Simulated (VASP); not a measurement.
Data:

```
CELL_PARAMETERS angstrom
      2.01347    -3.48742     0.00000
      2.01347     3.48742     0.00000
      0.00000     0.00000    13.26820
ATOMIC_POSITIONS crystal
  Zn 0.66667 0.33333 0.24977
  Cd 0.33333 0.66667 0.01071
  Cd 0.66667 0.33333 0.75178
  Cd 0.33333 0.66667 0.49315
  S  0.66667 0.33333 0.42444
  S  0.33333 0.66667 0.20075
  S  0.66667 0.33333 0.94098
  S  0.33333 0.66667 0.68241
```

Level of theory: PBEsol GGA, VASP's PBE PAW potentials (set 64) (plane waves; VASP). Settings: 400 eV cut-off, 7×7×2 Γ-centred mesh, tetrahedra with Blöchl corrections, potentials Zn Cd S.

The cores are frozen, which limits the accuracy of field gradients.

**Question.** Give the principal components of the electric field gradient (V/Å²) and the asymmetry η at each nucleus.

**Answer.** 
```json
[
 {"atom": "Zn1", "Vxx": "6.8", "Vyy": "6.8", "Vzz": "-13.5", "η": "0.00"},
 {"atom": "Cd2", "Vxx": "3.1", "Vyy": "3.1", "Vzz": "-6.2", "η": "0.00"},
 {"atom": "Cd3", "Vxx": "0.5", "Vyy": "0.5", "Vzz": "-1.0", "η": "0.00"},
 {"atom": "Cd4", "Vxx": "-1.4", "Vyy": "-1.4", "Vzz": "2.8", "η": "0.00"},
 {"atom": "S5", "Vxx": "-6.8", "Vyy": "-6.8", "Vzz": "13.6", "η": "0.00"},
 {"atom": "S6", "Vxx": "10.2", "Vyy": "10.2", "Vzz": "-20.4", "η": "0.00"},
 {"atom": "S7", "Vxx": "-8.3", "Vyy": "-8.3", "Vzz": "16.7", "η": "0.00"},
 {"atom": "S8", "Vxx": "-8.1", "Vyy": "-8.1", "Vzz": "16.2", "η": "0.00"}
]
```

The structure was generated: Cd3ZnS4 was put into an ordered model structure (P3m1), which need not be its known phase. It was relaxed first.
